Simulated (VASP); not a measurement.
The input files of a VASP run:

POSCAR:
```
Ba2Sr2O4
1.0
  5.3500000000   0.0000000000   0.0000000000
  0.0000000000   5.3500000000   0.0000000000
  0.0000000000   0.0000000000   5.3500000000
Sr O Ba
2 4 2
direct
  0.0000000000   0.0000000000   0.0000000000
  0.5000000000   0.5000000000   0.0000000000
  0.5000000000   0.5000000000   0.5000000000
  0.0000000000   0.0000000000   0.5000000000
  0.0000000000   0.5000000000   0.0000000000
  0.5000000000   0.0000000000   0.0000000000
  0.5000000000   0.0000000000   0.5000000000
  0.0000000000   0.5000000000   0.5000000000
```

### KPOINTS
```
K-points
0
gamma
5 5 5
0 0 0
```

### INCAR
```
ENCUT  =  520
GGA  =  PS
SYSTEM  =  Ba2Sr2O4
LMAXMIX  =  4
IBRION  =  2   ! conjugate gradients
NELM  =  100   ! most electronic steps
EDIFF  =  1E-6   ! SCF stop (eV)
LASPH  =  .TRUE.
ISIF  =  3   ! ions, shape and volume
NSW  =  60
LWAVE  =  .FALSE.
LCHARG  =  .FALSE.
ALGO  =  Normal   ! blocked Davidson
EDIFFG  =  -0.01   ! ionic stop
PREC  =  Accurate
SIGMA  =  0.05   ! width (eV)
ISMEAR  =  0   ! Gaussian
LREAL  =  .FALSE.
```

POTCAR, in this order: Sr_sv O Ba_sv (PBE.64 set). Program: vasp_std.

Q: Translate this PBEsol calculation to Ansatz.

A: One equivalent input (not run):
Ansatz 0.2 input:
```yaml
crystal:
  lattice:
    - [5.3500000, 0.0000000, 0.0000000]
    - [0.0000000, 5.3500000, 0.0000000]
    - [0.0000000, 0.0000000, 5.3500000]
  atoms:
    - { symbol: Sr, position: [0.0000000, 0.0000000, 0.0000000] }
    - { symbol: Sr, position: [0.5000000, 0.5000000, 0.0000000] }
    - { symbol: O, position: [0.5000000, 0.5000000, 0.5000000] }
    - { symbol: O, position: [0.0000000, 0.0000000, 0.5000000] }
    - { symbol: O, position: [0.0000000, 0.5000000, 0.0000000] }
    - { symbol: O, position: [0.5000000, 0.0000000, 0.0000000] }
    - { symbol: Ba, position: [0.5000000, 0.0000000, 0.5000000] }
    - { symbol: Ba, position: [0.0000000, 0.5000000, 0.5000000] }
kpoints:
  mp_grid: { grid: [5, 5, 5] }
hamiltonian:
  xc: pbesol
  pseudopotentials: { kind: paw }
scf:
  occupations: { method: gaussian, width: 0.05 }
  max_iter: 100
relax:
  max_steps: 60
  f_tol: 0.01
  cell: {}
output: { forces: true, stress: true, eigenvalues: true }
```
What does not carry over: each code has its own PAW files, so the cut-off isn't converted (ENCUT is set for VASP's; basis.ecutwfc is left out, and Ansatz then takes the one that its files recommend); Ansatz stops its SCF on the density residual and VASP on the energy change (EDIFF).

The structure was generated: Ba2Sr2O4 was put into an ordered model structure (P4/mmm), which need not be its known phase. This run relaxes it. Symmetry was kept, so distortions that lower it aren't found.
